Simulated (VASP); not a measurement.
These are PBE GGA, VASP's PBE PAW potentials (set 64) (plane waves; VASP) values and carry that method's errors.

Input for VASP

**INCAR**
```
! general
SYSTEM = NaCl
PREC   = Normal
ENCUT  = 400
LREAL  = .False.
LASPH  = .True.

! electronic loop
EDIFF  = 1E-6
NELM   = 100
ALGO   = Normal

! smearing
ISMEAR = 0
SIGMA  = 0.05

! functional
GGA    = PE

! ions
ISIF   = 2

! output
LWAVE  = .False.
LCHARG = .False.
```

File POSCAR:
```
NaCl
5.75280
  0.0000000000   0.5000000000   0.5000000000
  0.5000000000   0.0000000000   0.5000000000
  0.5000000000   0.5000000000   0.0000000000
Na Cl
1 1
Direct
  0.0000000000   0.0000000000   0.0000000000
  0.5000000000   0.5000000000   0.5000000000
```

KPOINTS:
```
K-points
0
G
7 7 7
```

POTCAR, in this order: Na_pv Cl (PBE.64 set). Program: vasp_std.

What VASP printed:

### OSZICAR
```
       N       E                     dE             d eps       ncg     rms          rms(c)
DAV:   1     0.850179044813E+02    0.85018E+02   -0.63844E+03   440   0.104E+03
DAV:   2     0.855225714049E-01   -0.84932E+02   -0.79750E+02   504   0.251E+02
DAV:   3    -0.685161554601E+01   -0.69371E+01   -0.69046E+01   515   0.757E+01
DAV:   4    -0.698298268495E+01   -0.13137E+00   -0.13125E+00   521   0.116E+01
DAV:   5    -0.698644568227E+01   -0.34630E-02   -0.34627E-02   544   0.181E+00    0.211E+00
DAV:   6    -0.678115251090E+01    0.20529E+00   -0.41904E-01   512   0.417E+00    0.157E+00
DAV:   7    -0.676884216037E+01    0.12310E-01   -0.93803E-02   545   0.199E+00    0.107E+00
DAV:   8    -0.677492142517E+01   -0.60793E-02   -0.10517E-02   464   0.105E+00    0.251E-01
DAV:   9    -0.677487036606E+01    0.51059E-04   -0.20514E-04   545   0.136E-01    0.146E-01
DAV:  10    -0.677505497043E+01   -0.18460E-03   -0.39891E-04   464   0.162E-01    0.565E-02
DAV:  11    -0.677504517067E+01    0.97998E-05   -0.20158E-05   512   0.409E-02    0.132E-02
DAV:  12    -0.677504491185E+01    0.25882E-06   -0.20712E-06   482   0.138E-02
   1 F= -.67750449E+01 E0= -.67750449E+01  d E =-.445410E-21
```

### OUTCAR
```
------------------------ aborting loop because EDIFF is reached ----------------------------------------
  FORCE on cell =-STRESS in cart. coord.  units (eV):
  Direction    XX          YY          ZZ          XY          YZ          ZX
  --------------------------------------------------------------------------------------
  Total       -0.2510345     -0.2510345     -0.2510345     -0.0000000     -0.0000000      0.0000000
  in kB       -8.4501829     -8.4501829     -8.4501829     -0.0000000     -0.0000000      0.0000000
  external PRESSURE =      -8.4501829 kB  Pullay stress =       0.0000000 kB
  volume of cell :       47.60
      direct lattice vectors                 reciprocal lattice vectors
     0.000000000  2.876400000  2.876400000    -0.173828397  0.173828397  0.173828397
     2.876400000  0.000000000  2.876400000     0.173828397 -0.173828397  0.173828397
     2.876400000  2.876400000  0.000000000     0.173828397  0.173828397 -0.173828397
  FREE ENERGIE OF THE ION-ELECTRON SYSTEM (eV)
  ---------------------------------------------------
  free  energy   TOTEN  =        -6.7750449118 eV

  energy  without entropy=       -6.7750449118  energy(sigma->0) =       -6.77504491
```
(Selected blocks of OUTCAR.)

**OUTCAR**
```
 val. band max:       -1.0597240755   @ k =   0.0000   0.0000   0.0000

 cond. band min:       3.8240108634   @ k =   0.0000   0.0000   0.0000


 Fermi energy:        -0.7401371146

 k-point     1 :       0.0000    0.0000    0.0000
  band No.  band energies     occupation
      1     -21.9978      2.00000
      2     -21.9977      2.00000
      3     -21.9977      2.00000
      4     -13.5948      2.00000
      5      -1.0597      2.00000
      6      -1.0597      2.00000
      7      -1.0597      2.00000
      8       3.8240      0.00000
      9       9.9901      0.00000
     10       9.9901      0.00000
     11       9.9902      0.00000

 k-point     2 :       0.1429    0.0000    0.0000
  band No.  band energies     occupation
      1     -22.0018      2.00000
      2     -21.9981      2.00000
      3     -21.9980      2.00000
      4     -13.5440      2.00000
      5      -1.4828      2.00000
      6      -1.1056      2.00000
      7      -1.1056      2.00000
      8       4.4219      0.00000
      9       9.3264      0.00000
     10      10.2031      0.00000
     11      10.2033      0.00000

 k-point     3 :       0.2857    0.0000    0.0000
  band No.  band energies     occupation
      1     -22.0108      2.00000
      2     -21.9987      2.00000
      3     -21.9986      2.00000
      4     -13.4264      2.00000
      5      -2.2407      2.00000
      6      -1.2049      2.00000
      7      -1.2049      2.00000
      8       5.5154      0.00000
      9       8.7378      0.00000
     10      10.1259      0.00000
     11      10.1262      0.00000

 k-point     4 :       0.4286    0.0000    0.0000
  band No.  band energies     occupation
      1     -22.0181      2.00000
      2     -21.9993      2.00000
      3     -21.9992      2.00000
      4     -13.3284      2.00000
      5      -2.7438      2.00000
      6      -1.2813      2.00000
      7      -1.2813      2.00000
      8       6.0573      0.00000
      9       8.9820      0.00000
...
```

The compound is NaCl in the rock salt structure. The cell was not relaxed at this level. The run is one of a series of settings (PREC = Normal against the base run), some of them coarse on purpose.
